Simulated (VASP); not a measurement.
# AlB3P4 (Pmn2_1) in VASP: a series of runs

The runs below take AlB3P4 through relaxation of cell and atoms, with PBE.

Everything below comes from runs of VASP 6.6.1. Logs are shortened: lines on timing, memory, paths and dates and some standing lists are left out, and cuts for length are marked.

**1. The structure**

Symmetry: Pmn2_1, No. 31, orthorhombic system. Conventional cell: a = 6.791 Å, b = 5.829 Å, c = 5.578 Å, α = 90.00°, β = 90.00°, γ = 90.00°. Around Al (site symmetry m) lie 4 P at 2.30 to 2.32 Å. B (site symmetry m) is surrounded by 4 P at 1.97 to 2.02 Å. B (site symmetry 1) has 4 P at 1.98 to 2.05 Å as nearest neighbours. P (site symmetry m) has 3 B at 2.02 to 2.05 Å and 1 Al at 2.32 Å as nearest neighbours. P (site symmetry 1) has 3 B at 1.97 to 2.02 Å as nearest neighbours. Around P (site symmetry m) lie 3 B at 2.02 Å and 1 Al at 2.32 Å.

The cell was built by a generator and needn't be a form met in nature.

**2. Relaxation of cell and atoms, PBE**

Contents of INCAR:

```
SYSTEM = AlB3P4
  PREC = Accurate
  ENCUT = 520
  EDIFF = 1E-6
  ISMEAR = 0
  SIGMA = 0.03
  LREAL = .False.
  LASPH = .True.
  NELM = 120
  ALGO = Normal
  ISIF = 3
  LWAVE = .False.
  LCHARG = .False.
  GGA = PE
  IBRION = 2
  NSW = 90
  EDIFFG = -0.01
  KPAR = 8
```

Contents of KPOINTS:

```
regular mesh
0
Gamma
  4 4 6
  0 0 0
```

Contents of POSCAR:

```
AlB3P4
1.0
    6.7910000000      0.0000000000      0.0000000000
    0.0000000000      5.8290000000      0.0000000000
    0.0000000000      0.0000000000      5.5780000000
Al B P
2 6 8
Direct
    0.0000000000      0.6634071000      0.5019720300
    0.5000000000      0.3365929000      0.0019720300
    0.0000000000      0.3177217400      0.9992829000
    0.7512516600      0.8392520200      0.0014342100
    0.2487483400      0.8392520200      0.0014342100
    0.5000000000      0.6822782600      0.4992829000
    0.7487483400      0.1607479800      0.5014342100
    0.2512516600      0.1607479800      0.5014342100
    0.0000000000      0.6555155300      0.9175331700
    0.7245987300      0.8500600400      0.3617784200
    0.2754012700      0.8500600400      0.3617784200
    0.5000000000      0.7107565600      0.8599856600
    0.5000000000      0.3444844700      0.4175331700
    0.7754012700      0.1499399600      0.8617784200
    0.2245987300      0.1499399600      0.8617784200
    0.0000000000      0.2892434400      0.3599856600
```

Potentials or basis: VASP PAW PBE potentials, release 64 (Al, B, P).

Launch:

```
$ cat potpaw_PBE.64/Al/POTCAR potpaw_PBE.64/B/POTCAR potpaw_PBE.64/P/POTCAR > POTCAR
$ mpirun -np 8 vasp_std > vasp.out
```

OUTCAR:

```text
SYSTEM = AlB3P4
   PREC = Accurate
   ENCUT = 520
   EDIFF = 1E-6
   ISMEAR = 0
   LREAL = .False.
   LASPH = .True.
   NELM = 120
   ISIF = 3
   GGA = PE
   IBRION = 2
   NSW = 90
   EDIFFG = -0.01

 ion  position               nearest neighbor table
   1  0.000  0.663  0.502-  10 2.30  11 2.30   9 2.32  16 2.32
   2  0.500  0.337  0.002-  14 2.30  15 2.30  13 2.32  12 2.32
   3  0.000  0.318  0.999-  14 1.97  15 1.97  16 2.02   9 2.02
   4  0.751  0.839  0.001-  14 1.98  10 2.02  12 2.02   9 2.05
   5  0.249  0.839  0.001-  15 1.98  11 2.02  12 2.02   9 2.05
   6  0.500  0.682  0.499-  10 1.97  11 1.97  12 2.02  13 2.02
[... 8 lines left out ...]
  15  0.225  0.150  0.862-   3 1.97   5 1.98   8 2.02   2 2.30
  16  0.000  0.289  0.360-   3 2.02   7 2.02   8 2.02   1 2.32

  LATTYP: Found a simple orthorhombic cell.
 ALAT       =     5.5780000000
 B/A-ratio  =     1.0449982072
 C/A-ratio  =     1.2174614557

  Lattice vectors:

 A1 = (   0.0000000000,   0.0000000000,  -5.5780000000)
 A2 = (   0.0000000000,   5.8290000000,   0.0000000000)
 A3 = (   6.7910000000,   0.0000000000,   0.0000000000)

Analysis of symmetry for initial positions (statically):
=====================================================================
 Subroutine PRICEL returns:
 Original cell was already a primitive cell.

 Routine SETGRP: Setting up the symmetry group for a
 simple orthorhombic supercell.

 Subroutine GETGRP returns: Found  4 space group operations
 (whereof  2 operations were pure point group operations)
 out of a pool of  8 trial point group operations.

The static configuration has the point symmetry C_1h.
 The point group associated with its full space group is C_2v.

Analysis of symmetry for dynamics (positions and initial velocities):
=====================================================================
 Subroutine PRICEL returns:
 Original cell was already a primitive cell.

 Routine SETGRP: Setting up the symmetry group for a
 simple orthorhombic supercell.

 Subroutine GETGRP returns: Found  4 space group operations
 (whereof  2 operations were pure point group operations)
 out of a pool of  8 trial point group operations.

The dynamic configuration has the point symmetry C_1h.
 The point group associated with its full space group is C_2v.

 Subroutine INISYM returns: Found  4 space group operations
 (whereof  2 operations are pure point group operations),
 and found     1 'primitive' translations

----------------------------------------------------------------------------------------

                                     Primitive cell

  volume of cell :     220.8037

  direct lattice vectors                    reciprocal lattice vectors
     6.791000000  0.000000000  0.000000000     0.147253718  0.000000000  0.000000000
     0.000000000  5.829000000  0.000000000     0.000000000  0.171556013  0.000000000
     0.000000000  0.000000000  5.578000000     0.000000000  0.000000000  0.179275726

  length of vectors
     6.791000000  5.829000000  5.578000000     0.147253718  0.171556013  0.179275726

  position of ions in fractional coordinates (direct lattice)
     0.000000000  0.663407100  0.501972030
     0.500000000  0.336592900  0.001972030
     0.000000000  0.317721740  0.999282900
     0.751251660  0.839252020  0.001434210
     0.248748340  0.839252020  0.001434210
     0.500000000  0.682278260  0.499282900
[... 8 lines left out ...]
     0.224598730  0.149939960  0.861778420
     0.000000000  0.289243440  0.359985660

  ion indices of the primitive-cell ions
   primitive index   ion index
                 1           1
                 2           2
                 3           3
                 4           4
                 5           5
                 6           6
[... 8 lines left out ...]
                15          15
                16          16

----------------------------------------------------------------------------------------

 KPOINTS: regular mesh

Automatic generation of k-mesh.
 Grid dimensions read from file:
 generate k-points for:    4    4    6

 Generating k-lattice:

  Cartesian coordinates                     Fractional coordinates (reciprocal lattice)
     0.036813430  0.000000000  0.000000000     0.250000000  0.000000000  0.000000000
     0.000000000  0.042889003  0.000000000     0.000000000  0.250000000  0.000000000
     0.000000000  0.000000000  0.029879288     0.000000000  0.000000000  0.166666667

  Length of vectors
     0.036813430  0.042889003  0.029879288

  Shift w.r.t. Gamma in fractional coordinates (k-lattice)
     0.000000000  0.000000000  0.000000000

 Subroutine IBZKPT returns following result:
 ===========================================

 Found     36 irreducible k-points:

 Following reciprocal coordinates:
            Coordinates               Weight
  0.000000  0.000000  0.000000      1.000000
  0.250000  0.000000  0.000000      2.000000
  0.500000  0.000000  0.000000      1.000000
  0.000000  0.250000  0.000000      2.000000
  0.250000  0.250000  0.000000      4.000000
  0.500000  0.250000  0.000000      2.000000
[... 16 lines left out ...]
  0.250000  0.250000  0.333333      8.000000
  0.500000  0.250000  0.333333      4.000000
 [... further k-points ...]
   k-points           NKPTS =     36   k-points in BZ     NKDIM =     36   number of bands    NBANDS=     41
   number of dos      NEDOS =    301   number of ions     NIONS =     16
   total plane-waves  NPLWV = 108864
   dimension x,y,z NGX =    54 NGY =   48 NGZ =   42
   dimension x,y,z NGXF=   108 NGYF=   96 NGZF=   84
   ions per type =               2   6   8
   NGX,Y,Z   is equivalent  to a cutoff of  13.22, 13.69, 12.52 a.u.
   NGXF,Y,Z  is equivalent  to a cutoff of  26.44, 27.38, 25.04 a.u.
 SYSTEM =  AlB3P4
   PREC   = accura    normal or accurate (medium, high low for compatibility)
   ISTART =      0    job   : 0-new  1-cont  2-samecut
   ICHARG =      2    charge: 1-file 2-atom 10-const
   ISPIN  =      1    spin polarized calculation?
   LNONCOLLINEAR =      F non collinear calculations
   LSORBIT =      F    spin-orbit coupling
   LASPH  =      T    aspherical Exc in radial PAW
   ENCUT  =  520.0 eV  38.22 Ry    6.18 a.u.  12.63 10.84 10.37*2*pi/ulx,y,z
   NELM   =    120;   NELMIN=  2; NELMDL= -5     # of ELM steps
   EDIFF  = 0.1E-05   stopping-criterion for ELM
   LREAL  =      F    real-space projection
   EDIFFG = -.1E-01   stopping-criterion for IOM
   NSW    =     90    number of steps for IOM
   IBRION =      2    ionic relax: 0-MD 1-quasi-New 2-CG
   NFREE  =      1    steps in history (QN), initial steepest desc. (CG)
   ISIF   =      3    stress and relaxation
   ISYM   =      2    0-nonsym 1-usesym 2-fastsym
   POTIM  = 0.5000    time-step for ionic-motion
   TEBEG  =    0.0;   TEEND  =   0.0 temperature during run
   PSTRESS=    0.0 pullay stress
   NELECT =      64.0000    total number of electrons
   NUPDOWN=      -1.0000    fix difference up-down
   EMIN   =  10.00;   EMAX   =-10.00  energy-range for DOS
   EFERMI =   0.00;   METHOD = LEGACY
   ISMEAR =     0;   SIGMA  =   0.03  broadening in eV -4-tet -1-fermi 0-gaus
   EFERMI_NEDOS =   21; number of points for ismear=-14 and -15
   IALGO  =     38    algorithm
   IMIX   =      4    mixing-type and parameters
     AMIX     =   0.40;   BMIX     =  1.00
     AMIX_MAG =   1.60;   BMIX_MAG =  1.00
  volume/ion in A,a.u.               =      13.80        93.13
  Fermi-wavevector in a.u.,A,eV,Ry     =   1.083426  2.047379 15.970690  1.173813
  Thomas-Fermi vector in A             =   2.219492
   LORBIT       =      0    0 simple, 1 ext, 2 COOP (PROOUT), +10 PAW based schemes
   GGA     = PE    functional components
   LHFCALC =     F    Hartree Fock is set to
   AEXX    =    0.0000 exact exchange contribution
   IVDW    =     0    specifies the selected vdW correction
   LEPSILON=     F    determine dielectric tensor
   LRPA    =     F    only Hartree local field effects (RPA)
 conjugate gradient relaxation of ions
 non-spin polarized calculation
 Gauss-broadening in eV      SIGMA  =   0.03
  energy-cutoff  :      520.00
  volume of cell :      220.80
 maximum number of plane-waves:      5977
 NGX is ok and might be reduce to    54
   NGX = 25   NGY = 21   NGZ = 21

--------------------------------------- Ionic step        1  -------------------------------------------

 number of electron      63.9999997 magnetization

 Free energy of the ion-electron system (eV)
  ---------------------------------------------------
  ext. energy  EPLUGINS =         0.00000000
  ---------------------------------------------------
  free energy    TOTEN  =       -95.51845258 eV

  energy without entropy =      -95.51845258  energy(sigma->0) =      -95.51845258

------------------------ aborting loop because EDIFF is reached ----------------------------------------

  FORCE on cell =-STRESS in cart. coord.  units (eV):
  Direction    XX          YY          ZZ          XY          YZ          ZX
  --------------------------------------------------------------------------------------
  -------------------------------------------------------------------------------------
  Total       -1.4886738      0.6288177      0.2778622      0.0000000      0.0000000      0.0000000
  in kB      -10.8019914      4.5627748      2.0162009      0.0000000      0.0000000      0.0000000
  external PRESSURE =      -1.4076719 kB  Pullay stress =       0.0000000 kB
[... 131 lines left out ...]
  FREE ENERGIE OF THE ION-ELECTRON SYSTEM (eV)
  ---------------------------------------------------
  free  energy   TOTEN  =       -95.5254495130 eV

  energy  without entropy=      -95.5254495130  energy(sigma->0) =      -95.52544951

[... ionic steps 4 to 9 ...]

--------------------------------------- Ionic step       10  -------------------------------------------

 number of electron      63.9999999 magnetization

------------------------ aborting loop because EDIFF is reached ----------------------------------------
[... 95 lines left out ...]
--------------------------------------- Ionic step       12  -------------------------------------------

 number of electron      63.9999999 magnetization

 Free energy of the ion-electron system (eV)
  ---------------------------------------------------
  ext. energy  EPLUGINS =         0.00000000
  ---------------------------------------------------
  free energy    TOTEN  =       -95.52726147 eV

  energy without entropy =      -95.52726147  energy(sigma->0) =      -95.52726147

 E-fermi :   7.1988     XC(G=0): -10.3720

 val. band max:        7.0675779599   @ k =   0.0000   0.0000   0.0000
 cond. band min:       7.8590289931   @ k =   0.0000   0.0000   0.0000
 fundamental gap:      0.7914510333
 Fermi energy:         7.1988014842

 k-point     1 :       0.0000    0.0000    0.0000
  band No.  band energies     occupation
      1      -7.8117      2.00000
      2      -5.6177      2.00000
      3      -5.4821      2.00000
      4      -5.1366      2.00000
      5      -4.5296      2.00000
      6      -3.8182      2.00000
[... 1045 lines left out ...]
     40      10.3604      0.00000
     41      10.4916      0.00000

 [... further k-points ...]

------------------------ aborting loop because EDIFF is reached ----------------------------------------

  FORCE on cell =-STRESS in cart. coord.  units (eV):
  Direction    XX          YY          ZZ          XY          YZ          ZX
  --------------------------------------------------------------------------------------
  -------------------------------------------------------------------------------------
  Total       -0.0030818      0.0216798     -0.0114698      0.0000000      0.0000000      0.0000000
  in kB       -0.0223994      0.1575745     -0.0833654      0.0000000      0.0000000      0.0000000
  external PRESSURE =       0.0172699 kB  Pullay stress =       0.0000000 kB
[... 31 lines left out ...]
  FREE ENERGIE OF THE ION-ELECTRON SYSTEM (eV)
  ---------------------------------------------------
  free  energy   TOTEN  =       -95.5272614747 eV

  energy  without entropy=      -95.5272614747  energy(sigma->0) =      -95.52726147

 reached required accuracy - stopping structural energy minimisation
```

It took 6.3 min on 8 MPI ranks of Intel Xeon Platinum 8259CL at 2.50GHz (Skylake/Cascade Lake), shared host; peak memory 0.53 GiB.

What came out:

```yaml
Free_energy: -95.5273 eV
Relaxed_volume: 13.78 Å³/atom
Relaxed_cell: a = 6.756 Å, b = 5.845 Å, c = 5.582 Å, α = 90.00°, β = 90.00°, γ = 90.00°
Space_group_after_relaxing_to_0.05_Å: Pmn2_1 (No. 31)
Energy_gained_by_relaxing: 0.6 meV/atom
Ionic_steps: 12
Pressure_after_relaxing: 0.0 GPa
Largest_force_after_relaxing: 0.009 eV/Å
Band_gap_on_the_k_mesh: 0.79 eV, direct
```

Forces in eV/Å, atoms in the order of the input:
```
Al   0.000  0.006  0.002
Al   0.000 -0.006  0.002
B    0.000  0.004  0.001
B    0.001 -0.003 -0.002
B   -0.001 -0.003 -0.002
B    0.000 -0.004  0.001
B   -0.001  0.003 -0.002
B    0.001  0.003 -0.002
P    0.000  0.002  0.000
P    0.001  0.001 -0.001
P   -0.001  0.001 -0.001
P    0.000 -0.009  0.002
P    0.000 -0.002  0.000
P   -0.001 -0.001 -0.001
P    0.001 -0.001 -0.001
P    0.000  0.009  0.002
```

Step by step:
```tsv
step	energy change (eV)	largest force (eV/Å)	pressure (GPa)	volume (Å³)
1	0.0000	0.0829	-0.14	220.80
2	-0.0068	0.0679	0.04	220.41
3	-0.0070	0.0684	0.08	220.34
4	-0.0079	0.0558	-0.03	220.48
5	-0.0079	0.0450	-0.02	220.46
6	-0.0083	0.0332	0.00	220.44
7	-0.0085	0.0244	0.02	220.41
8	-0.0087	0.0130	-0.01	220.47
9	-0.0087	0.0129	-0.01	220.47
10	-0.0088	0.0110	0.00	220.44
11	-0.0088	0.0104	0.00	220.45
12	-0.0088	0.0087	0.00	220.44
```

Final structure:
```
Al B P
1.0
     6.75617    0.00000    0.00000
     0.00000    5.84478    0.00000
     0.00000    0.00000    5.58228
Al B P
2 6 8
Direct
  0.00000 0.66249 0.50170
  0.50000 0.33751 0.00170
  0.00000 0.31719 0.99976
  0.75162 0.83759 0.00167
  0.24838 0.83759 0.00167
  0.50000 0.68281 0.49976
  0.74838 0.16241 0.50167
  0.25162 0.16241 0.50167
  0.00000 0.65306 0.91711
  0.72470 0.85185 0.36199
  0.27530 0.85185 0.36199
  0.50000 0.71019 0.85930
  0.50000 0.34694 0.41711
  0.77530 0.14815 0.86199
  0.22470 0.14815 0.86199
  0.00000 0.28981 0.35930
```

(Part 1 of 2 ends here.)
